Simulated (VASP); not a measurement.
# Nb2SiO2 (P6_3/mmc) in VASP: density of states with PBE

Aim: the density of states of Nb2SiO2 with PBE.

All numbers are computed with VASP 6.6.1; they aren't measurements. Logs are shortened: lines on timing, memory, paths and dates and some standing lists are left out, and cuts for length are marked.

## (1) The crystal as given

Symmetry: P6_3/mmc, No. 194, hexagonal system. The conventional cell has a = 3.016 Å, b = 3.016 Å, c = 18.859 Å, α = 90.00°, β = 90.00°, γ = 120.00°. Nb (site symmetry 3m) is surrounded by 3 O at 2.08 Å. Si (site symmetry -6m2) is surrounded by 6 Nb at 2.69 Å and 6 Si at 3.02 Å. Around O (site symmetry 3m) lie 3 Nb at 2.08 Å.

The cell was built by a generator and needn't be a form met in nature.

## (2) Density of states, PBE

POSCAR

```
Nb2SiO2
1.0
    3.0155590000      0.0000000000      0.0000000000
   -1.5077800000      2.6115510000      0.0000000000
    0.0000000000      0.0000000000     18.8593800000
Nb Si O
4 2 4
Direct
    0.6666670000      0.3333330000      0.3585470000
    0.3333330000      0.6666670000      0.6414530000
    0.6666670000      0.3333330000      0.1414530000
    0.3333330000      0.6666670000      0.8585470000
    0.3333330000      0.6666670000      0.2500000000
    0.6666670000      0.3333330000      0.7500000000
    0.3333330000      0.6666670000      0.4191120000
    0.6666670000      0.3333330000      0.5808880000
    0.3333330000      0.6666670000      0.0808880000
    0.6666670000      0.3333330000      0.9191120000
```

INCAR.step1

```
  PREC = Accurate
  ENCUT = 520
  EDIFF = 1E-7
  ISMEAR = 0
  SIGMA = 0.1
  LREAL = F
  LASPH = T
  NELM = 100
  ALGO = Normal
  ISIF = 2
  LWAVE = F
  LCHARG = T
  LMAXMIX = 4
  GGA = PE
  NBANDS = 53
  KPAR = 4
```

KPOINTS.step1

```
regular mesh
0
Gamma
  12 12 2
```

INCAR.step2

```
  PREC = Accurate
  ENCUT = 520
  EDIFF = 1E-7
  ISMEAR = -5
  SIGMA = 0.1
  LREAL = F
  LASPH = T
  NELM = 100
  ALGO = Normal
  ISIF = 2
  LWAVE = F
  LCHARG = F
  LMAXMIX = 4
  GGA = PE
  LORBIT = 11
  NBANDS = 53
  KPAR = 4
  NEDOS = 2001
  ICHARG = 11
```

KPOINTS.step2

```
regular mesh
0
Gamma
  18 18 3
```

Potentials or basis: VASP PAW PBE potentials, release 64 (Nb_sv, Si, O).

The run is started by

```
$ cat potpaw_PBE.64/Nb_sv/POTCAR potpaw_PBE.64/Si/POTCAR potpaw_PBE.64/O/POTCAR > POTCAR
$ cp INCAR.step1 INCAR
$ cp KPOINTS.step1 KPOINTS
$ mpirun -np 4 vasp_std > vasp.out
$ cp INCAR.step2 INCAR
$ cp KPOINTS.step2 KPOINTS
$ mpirun -np 4 vasp_std > vasp.out
```

OUTCAR:

```text
PREC = Accurate
   ENCUT = 520
   EDIFF = 1E-7
   ISMEAR = -5
   LREAL = F
   LASPH = T
   NELM = 100
   ISIF = 2
   GGA = PE
   LORBIT = 11
   ICHARG = 11

 ion  position               nearest neighbor table
   1  0.667  0.333  0.359-   7 2.08   7 2.08   7 2.08   5 2.69   5 2.69   5 2.69
   2  0.333  0.667  0.641-   8 2.08   8 2.08   8 2.08   6 2.69   6 2.69   6 2.69
   3  0.667  0.333  0.141-   9 2.08   9 2.08   9 2.08   5 2.69   5 2.69   5 2.69
   4  0.333  0.667  0.859-  10 2.08  10 2.08  10 2.08   6 2.69   6 2.69   6 2.69
   5  0.333  0.667  0.250-   1 2.69   3 2.69   1 2.69   3 2.69   1 2.69   3 2.69
   6  0.667  0.333  0.750-   2 2.69   4 2.69   2 2.69   4 2.69   2 2.69   4 2.69
   7  0.333  0.667  0.419-   1 2.08   1 2.08   1 2.08
   8  0.667  0.333  0.581-   2 2.08   2 2.08   2 2.08
   9  0.333  0.667  0.081-   3 2.08   3 2.08   3 2.08
  10  0.667  0.333  0.919-   4 2.08   4 2.08   4 2.08

  LATTYP: Found a hexagonal cell.
 ALAT       =     3.0155590000
 C/A-ratio  =     6.2540245440

  Lattice vectors:

 A1 = (   3.0155590000,   0.0000000000,   0.0000000000)
 A2 = (  -1.5077800000,   2.6115510000,   0.0000000000)
 A3 = (   0.0000000000,   0.0000000000,  18.8593800000)

Analysis of symmetry for initial positions (statically):
=====================================================================
 Subroutine PRICEL returns:
 Original cell was already a primitive cell.

 Routine SETGRP: Setting up the symmetry group for a
 hexagonal supercell.

 Subroutine GETGRP returns: Found 24 space group operations
 (whereof 12 operations were pure point group operations)
 out of a pool of 24 trial point group operations.

The static configuration has the point symmetry D_3d.
 The point group associated with its full space group is D_6h.

Analysis of symmetry for dynamics (positions and initial velocities):
=====================================================================
 Subroutine PRICEL returns:
 Original cell was already a primitive cell.

 Routine SETGRP: Setting up the symmetry group for a
 hexagonal supercell.

 Subroutine GETGRP returns: Found 24 space group operations
 (whereof 12 operations were pure point group operations)
 out of a pool of 24 trial point group operations.

The dynamic configuration has the point symmetry D_3d.
 The point group associated with its full space group is D_6h.

 Subroutine INISYM returns: Found 24 space group operations
 (whereof 12 operations are pure point group operations),
 and found     1 'primitive' translations
[... 136 lines left out ...]
  Thomas-Fermi vector in A             =   2.481069
   LORBIT       =     11    0 simple, 1 ext, 2 COOP (PROOUT), +10 PAW based schemes
   GGA     = PE    functional components
   LHFCALC =     F    Hartree Fock is set to
   AEXX    =    0.0000 exact exchange contribution
   IVDW    =     0    specifies the selected vdW correction
   LEPSILON=     F    determine dielectric tensor
   LRPA    =     F    only Hartree local field effects (RPA)
 non-spin polarized calculation
 Fermi weights with tetrahedron method with Bloechl corrections
  energy-cutoff  :      520.00
  volume of cell :      148.52
 maximum number of plane-waves:      4043
 NGX is ok and might be reduce to    24

 number of electron      84.0000016 magnetization

 Free energy of the ion-electron system (eV)
  ---------------------------------------------------
  ext. energy  EPLUGINS =         0.00000000
  ---------------------------------------------------
  free energy    TOTEN  =       -85.96864510 eV

  energy without entropy =      -85.96864510  energy(sigma->0) =      -85.96864510

 E-fermi :   7.9670     XC(G=0): -10.8967

 val. band max:        8.0188663247   @ k =   0.0000   0.0000   0.3333
 cond. band min:       7.9523278610   @ k =   0.1111   0.0000   0.3333
 fundamental gap:     -0.0665384636
 Fermi energy:         7.9669665506

 k-point     1 :       0.0000    0.0000    0.0000
  band No.  band energies     occupation
      1     -47.9138      2.00000
      2     -47.9138      2.00000
      3     -47.9130      2.00000
      4     -47.9130      2.00000
      5     -24.1753      2.00000
      6     -24.1747      2.00000
[... 1333 lines left out ...]
     52      11.5666      0.00000
     53      11.9141      0.00000

 [... further k-points ...]

------------------------ aborting loop because EDIFF is reached ----------------------------------------

  FORCE on cell =-STRESS in cart. coord.  units (eV):
  Direction    XX          YY          ZZ          XY          YZ          ZX
  --------------------------------------------------------------------------------------
  -------------------------------------------------------------------------------------
  Total        0.3087447      0.3087448      0.1421614     -0.0000001     -0.0000000      0.0000000
  in kB        3.3305531      3.3305539      1.5335524     -0.0000006     -0.0000000      0.0000000
  external PRESSURE =       2.7315532 kB  Pullay stress =       0.0000000 kB

 VOLUME and BASIS-vectors are now :
 -----------------------------------------------------------------------------
  energy-cutoff  :      520.00
  volume of cell :      148.52
      direct lattice vectors                 reciprocal lattice vectors
     3.015559000  0.000000000  0.000000000     0.331613475  0.191457171  0.000000000
    -1.507780000  2.611551000  0.000000000     0.000000000  0.382914215  0.000000000
     0.000000000  0.000000000 18.859380000     0.000000000  0.000000000  0.053024012

 POSITION                                       TOTAL-FORCE (eV/Angst)
 -----------------------------------------------------------------------------------
      1.50778      0.87052      6.76197        -0.000000      0.000000     -0.038270
     -0.00000      1.74103     12.09741         0.000000     -0.000000      0.038270
      1.50778      0.87052      2.66772         0.000000     -0.000000      0.038270
     -0.00000      1.74103     16.19166        -0.000000      0.000000     -0.038270
     -0.00000      1.74103      4.71485         0.000000     -0.000000     -0.000000
      1.50778      0.87052     14.14454         0.000000      0.000000     -0.000000
     -0.00000      1.74103      7.90419        -0.000000      0.000000      0.027247
      1.50778      0.87052     10.95519         0.000000     -0.000000     -0.027247
     -0.00000      1.74103      1.52550         0.000000     -0.000000     -0.027247
      1.50778      0.87052     17.33388        -0.000000     -0.000000      0.027247
 -----------------------------------------------------------------------------------
    total drift:                               -0.006914      0.003992     -0.002187

  FREE ENERGIE OF THE ION-ELECTRON SYSTEM (eV)
  ---------------------------------------------------
  free  energy   TOTEN  =       -85.9686451028 eV

  energy  without entropy=      -85.9686451028  energy(sigma->0) =      -85.96864510

 total charge

# of ion       s       p       d       tot
------------------------------------------
    1        2.168   6.066   2.351  10.585
    2        2.168   6.066   2.351  10.585
    3        2.168   6.066   2.351  10.585
    4        2.168   6.066   2.351  10.585
    5        0.779   0.853   0.000   1.633
    6        0.779   0.853   0.000   1.633
    7        1.580   3.410   0.000   4.989
    8        1.580   3.410   0.000   4.989
    9        1.580   3.410   0.000   4.989
   10        1.580   3.410   0.000   4.989
--------------------------------------------------
tot         16.550  39.608   9.404  65.562
```

OSZICAR.step1:

```text
N       E                     dE             d eps       ncg     rms          rms(c)
DAV:   1     0.963410326814E+03    0.96341E+03   -0.45756E+04  4108   0.159E+03
DAV:   2    -0.231250600632E+01   -0.96572E+03   -0.94045E+03  4922   0.613E+02
DAV:   3    -0.908443365357E+02   -0.88532E+02   -0.87102E+02  6280   0.150E+02
DAV:   4    -0.972760622455E+02   -0.64317E+01   -0.63924E+01  6824   0.356E+01
DAV:   5    -0.976593532392E+02   -0.38329E+00   -0.38270E+00  6600   0.798E+00    0.243E+01
DAV:   6    -0.872556787609E+02    0.10404E+02   -0.77798E+01  6056   0.432E+01    0.123E+01
DAV:   7    -0.860648415310E+02    0.11908E+01   -0.14970E+01  6360   0.186E+01    0.508E+00
DAV:   8    -0.859762444149E+02    0.88597E-01   -0.16230E+00  5960   0.688E+00    0.227E+00
DAV:   9    -0.859837594641E+02   -0.75150E-02   -0.30352E-01  6288   0.248E+00    0.109E+00
DAV:  10    -0.859913173230E+02   -0.75579E-02   -0.13144E-01  5856   0.201E+00    0.674E-01
DAV:  11    -0.859827655346E+02    0.85518E-02   -0.44914E-02  6184   0.115E+00    0.727E-02
DAV:  12    -0.859831247022E+02   -0.35917E-03   -0.34709E-03  5144   0.289E-01    0.415E-02
DAV:  13    -0.859831852417E+02   -0.60540E-04   -0.42282E-04  7288   0.103E-01    0.438E-02
DAV:  14    -0.859831816187E+02    0.36230E-05   -0.14127E-04  5912   0.612E-02    0.130E-02
DAV:  15    -0.859831801312E+02    0.14875E-05   -0.29885E-05  6216   0.310E-02    0.638E-03
DAV:  16    -0.859831801438E+02   -0.12547E-07   -0.26540E-06  5496   0.101E-02    0.148E-03
DAV:  17    -0.859831804673E+02   -0.32357E-06   -0.68654E-07  4992   0.397E-03    0.996E-04
DAV:  18    -0.859831803902E+02    0.77118E-07   -0.71373E-08  2656   0.221E-03
   1 F= -.85983180E+02 E0= -.85969341E+02  d E =-.276798E-01
```

Wall time 3.5 min (4 MPI ranks of Intel Xeon Platinum 8259CL at 2.50GHz (Skylake/Cascade Lake), shared host); peak memory 0.57 GiB.

What came out:

```yaml
Valence_electrons_inside_the_program's_atomic_spheres: Nb 10.59; Si 1.63; O 4.99
```

States per cell in windows of 0.5 eV (zero at the Fermi level; states under -8 eV left out):
| from (eV) | total | Nb1_d | Nb2_d | Nb3_d | Nb4_d | O7_p | O8_p |
| --- | --- | --- | --- | --- | --- | --- | --- |
| -8.0 | 0.51 | 0.01 | 0.01 | 0.01 | 0.01 | 0.00 | 0.00 |
| -7.5 | 0.24 | 0.01 | 0.01 | 0.01 | 0.01 | 0.00 | 0.00 |
| -7.0 | 0.05 | 0.00 | 0.00 | 0.00 | 0.00 | 0.00 | 0.00 |
| -6.5 | 4.29 | 0.19 | 0.19 | 0.19 | 0.19 | 0.37 | 0.37 |
| -6.0 | 4.08 | 0.19 | 0.19 | 0.19 | 0.19 | 0.40 | 0.40 |
| -5.5 | 3.97 | 0.17 | 0.17 | 0.17 | 0.17 | 0.38 | 0.38 |
| -5.0 | 10.68 | 0.47 | 0.47 | 0.47 | 0.47 | 1.34 | 1.34 |
| -4.5 | 2.39 | 0.07 | 0.07 | 0.07 | 0.07 | 0.27 | 0.27 |
| -4.0 | 1.15 | 0.03 | 0.03 | 0.03 | 0.03 | 0.08 | 0.08 |
| -3.5 | 3.56 | 0.19 | 0.19 | 0.19 | 0.19 | 0.15 | 0.15 |
| -3.0 | 1.98 | 0.12 | 0.12 | 0.12 | 0.12 | 0.09 | 0.09 |
| -2.5 | 0.73 | 0.05 | 0.05 | 0.05 | 0.05 | 0.02 | 0.02 |
| -2.0 | 1.11 | 0.10 | 0.10 | 0.10 | 0.10 | 0.03 | 0.03 |
| -1.5 | 3.10 | 0.31 | 0.31 | 0.31 | 0.31 | 0.12 | 0.12 |
| -1.0 | 2.46 | 0.25 | 0.25 | 0.25 | 0.25 | 0.12 | 0.12 |
| -0.5 | 1.01 | 0.12 | 0.12 | 0.12 | 0.12 | 0.05 | 0.05 |
| 0.0 | 4.68 | 0.61 | 0.61 | 0.61 | 0.61 | 0.10 | 0.10 |
| 0.5 | 5.29 | 0.81 | 0.81 | 0.81 | 0.81 | 0.10 | 0.10 |
| 1.0 | 0.66 | 0.12 | 0.12 | 0.12 | 0.12 | 0.01 | 0.01 |
| 1.5 | 1.67 | 0.27 | 0.27 | 0.27 | 0.27 | 0.04 | 0.04 |
| 2.0 | 1.73 | 0.25 | 0.25 | 0.25 | 0.25 | 0.03 | 0.03 |
| 2.5 | 3.20 | 0.40 | 0.40 | 0.40 | 0.40 | 0.07 | 0.07 |
| 3.0 | 2.26 | 0.35 | 0.35 | 0.35 | 0.35 | 0.07 | 0.07 |
| 3.5 | 3.11 | 0.53 | 0.53 | 0.53 | 0.53 | 0.07 | 0.07 |
| 4.0 | 0.43 | 0.07 | 0.07 | 0.07 | 0.07 | 0.01 | 0.01 |
| 4.5 | 0.04 | 0.01 | 0.01 | 0.01 | 0.01 | 0.00 | 0.00 |
| 5.0 | 0.00 | 0.00 | 0.00 | 0.00 | 0.00 | 0.00 | 0.00 |
| 5.5 | 0.00 | 0.00 | 0.00 | 0.00 | 0.00 | 0.00 | 0.00 |
| 6.0 | 0.00 | 0.00 | 0.00 | 0.00 | 0.00 | 0.00 | 0.00 |
| 6.5 | 0.00 | 0.00 | 0.00 | 0.00 | 0.00 | 0.00 | 0.00 |

Caveat: tetrahedron occupations give inexact forces and stress in metals.
